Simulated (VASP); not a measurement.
Here is the system:

```xyz
72
Lattice="4.6933 -8.1290 0.0000 4.6933 8.1290 0.0000 0.0000 0.0000 10.0192" Properties=species:S:1:pos:R:3 pbc="T T T"
Al     1.5560    -0.8964     2.4963
Al     1.5613     0.9047    10.0160
Al     1.5584    -0.8984     7.5194
Al     1.5519     0.9100     5.0162
Al     3.1184     1.8072     2.4970
Al     3.1313     3.6123    10.0172
Al     3.1193     1.8049     7.5198
Al     3.1297     3.6122     5.0103
Al     4.6927     4.5143     2.5005
Al     4.6925     6.3203    10.0166
Al     4.6924     4.5146     7.5153
Al     4.6913     6.3220     5.0096
Al     3.1278    -3.6243     2.4972
Al     3.1205    -1.8129     0.0026
Al     3.1274    -3.6212     7.5188
Al     3.0698    -1.8400     5.0282
Al     4.6920    -0.9067     2.4161
Al     4.6916     0.9074     0.0021
Al     4.6906    -0.9075     7.5445
Al     4.6884     0.9623     5.0300
Al     6.2628     1.8066     2.4983
Al     6.2547     3.6102    10.0175
Al     6.2590     1.8032     7.5189
Al     6.2522     3.6108     5.0104
Al     4.6897    -6.3202     2.4971
Al     4.6929    -4.5169    10.0174
Al     4.6896    -6.3200     7.5186
Al     4.6915    -4.5215     5.0176
Al     6.2578    -3.6232     2.4975
Al     6.2641    -1.8116     0.0018
Al     6.2558    -3.6190     7.5192
Al     6.3110    -1.8370     5.0277
Al     7.8291    -0.8974     2.4955
Al     7.8217     0.9048    10.0165
Al     7.8239    -0.8979     7.5198
Al     7.8260     0.9086     5.0160
N      1.5735    -0.8960     4.4189
N      1.5605     0.9041     1.9155
N      1.5664    -0.9050     9.4346
N      1.5591     0.9039     6.9283
N      3.1269     1.7930     4.4197
N      3.1290     3.6103     1.9192
N      3.1314     1.8037     9.4346
N      3.1268     3.6098     6.9242
N      4.6919     4.5162     4.4213
N      4.6934     6.3215     1.9183
N      4.6936     4.5152     9.4322
N      4.6908     6.3236     6.9243
N      3.1339    -3.6080     4.4195
N      3.1298    -1.8068     1.9378
N      3.1264    -3.6124     9.4341
N      3.1379    -1.8024     6.9155
N      4.6912     0.8959     1.9360
N      4.6918    -0.9068     9.4544
N      4.6885     0.8849     6.9168
N      6.2511     1.7920     4.4198
N      6.2564     3.6090     1.9193
N      6.2517     1.8023     9.4333
N      6.2562     3.6078     6.9233
N      4.6884    -6.3190     4.4185
N      4.6931    -4.5142     1.9161
N      4.6915    -6.3210     9.4321
N      4.6919    -4.5140     6.9285
N      6.2479    -3.6061     4.4193
N      6.2550    -1.8060     1.9370
N      6.2589    -3.6111     9.4340
N      6.2449    -1.7996     6.9151
N      7.8094    -0.8967     4.4177
N      7.8197     0.9037     1.9154
N      7.8187    -0.9046     9.4347
N      7.8195     0.9034     6.9278
O      4.6899    -0.9052     4.4105
```
Cell charge +1.

Computed with HSE06 screened hybrid, VASP's PBE PAW potentials (set 64) (plane waves; VASP). Run with PREC = Normal, LREAL = Auto, ISYM = 0, NELECT = 288.0, EDIFF = 1E-5, 400 eV cut-off, 1×1×1 Γ-centred mesh, Gaussian smearing of 0.050 eV, potentials Al N O.

The cell is charged, with a uniform compensating background. The supercell is sampled at Γ alone, which is coarse: total energies, pressure and levels can be off, energies of defects by several tenths of an eV.

Task: Predict the energy per atom (σ→0).

Result: 
```json
{
 "energy per atom (σ→0)": "-8.798 eV/atom"
}
```

The absolute energy has meaning only against runs of the same code, potentials and settings.

The cell is a supercell with a defect, built from AlN (wurtzite): O_N, charge +1. The cell's shape comes from a PBE relaxation. The run is not spin-polarised, so no state with unpaired spins was tried.
